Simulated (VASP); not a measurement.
Here is the system:

```
CELL_PARAMETERS angstrom
      0.00000     2.49383     2.49383
      2.49383     0.00000     2.49383
      2.49383     2.49383     0.00000
ATOMIC_POSITIONS crystal
  Ge 0.00000 0.00000 0.00000
  Rh 0.50000 0.50000 0.50000
```

Method: PBEsol GGA, VASP's PBE PAW potentials (set 64) (plane waves; VASP). Numerical set-up: 400 eV cut-off, 14×14×14 Γ-centred mesh, tetrahedra with Blöchl corrections, potentials Ge_d Rh_pv.

Question: What does the run give for the energy per atom (σ→0), band gap (on the k-mesh) with the smallest direct gap where there is one?

Answer: 
```yaml
band gap (on the k-mesh): none (metal, semimetal or under 0.01 eV)
energy per atom (σ→0): -6.670 eV/atom
```

Total energies compare only between runs with the same potentials, cut-off and functional.

The structure was generated: GeRh was put into the rocksalt type (Fm-3m), which need not be its known phase. It was relaxed first, which changed the volume by -20 %. The electron count is odd and the run is not spin-polarised, which forces a metal.
